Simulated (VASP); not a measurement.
Calculation: revTPSS meta-GGA, VASP's PBE PAW potentials (set 64) (plane waves; VASP).

VASP ran on this input.

**INCAR**
```
SYSTEM=ZrC
PREC=Accurate; ENCUT=520; LREAL=F
LASPH=T
EDIFF=1E-7; NELM=100; ALGO=Normal
LMAXMIX=4; LMIXTAU=T
ISMEAR=1; SIGMA=0.1
METAGGA=RTPSS
ISIF=2
LWAVE=F; LCHARG=F
```

### POSCAR
```
ZrC
1.0
  0.0000000000   2.3948103775   2.3948103775
  2.3948103775   0.0000000000   2.3948103775
  2.3948103775   2.3948103775   0.0000000000
Zr C
1 1
Cart
  0.0000000000   0.0000000000   0.0000000000
  2.3948103775   2.3948103775   2.3948103775
```

**KPOINTS**
```
Automatic mesh
0
Gamma
13 13 13
0 0 0
```

POTCAR, in this order: Zr_sv C (PBE.64 set). Program: vasp_std.

What will the output report for the number of irreducible k-points (NKPTS), largest plane-wave count, number of space-group operations, FFT grid (NGX, NGY, NGZ)?

The number of irreducible k-points (NKPTS) is 84 and the largest plane-wave count is 751. The number of space-group operations comes out as 48 and the FFT grid (NGX, NGY, NGZ) is 28 × 28 × 28.

The compound is ZrC in the rock salt structure. This cell is one point of a volume scan, at 1.06 of the reference volume.
